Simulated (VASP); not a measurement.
CdS (Hawleyite):

```
Cd S
1.0
     0.00000    2.91650    2.91650
     2.91650    0.00000    2.91650
     2.91650    2.91650    0.00000
Cd S
1 1
Direct
  0.00000 0.00000 0.00000
  0.75000 0.75000 0.75000
```

Base run:

| Quantity | Value |
| --- | --- |
| Program | VASP 6.6.1 |
| Functional | PBE |
| Potentials or basis | VASP PAW PBE potentials, release 64 (Cd_GW, S_GW) |
| Cutoff | 450 eV |
| k mesh | 8 × 8 × 8 |
| Occupations | gaussian, width 0.02 eV |
| Spin | no spin polarisation |

Its results: band gap on the k mesh 1.14 eV, direct; pressure 2.8 GPa.

**Question.** The run is repeated on the same cell with these changes: potentials or basis from VASP PAW PBE potentials, release 64 (Cd_GW, S_GW) to VASP PAW PBE potentials, release 64 (Cd, S); cutoff from 450 eV to 520 eV; k mesh from 8 × 8 × 8 to 3 × 3 × 3. What comes out?

**Answer.** Band gap on the k mesh 1.11 eV, direct; pressure 3.9 GPa.

Caveats: some runs use coarse meshes.
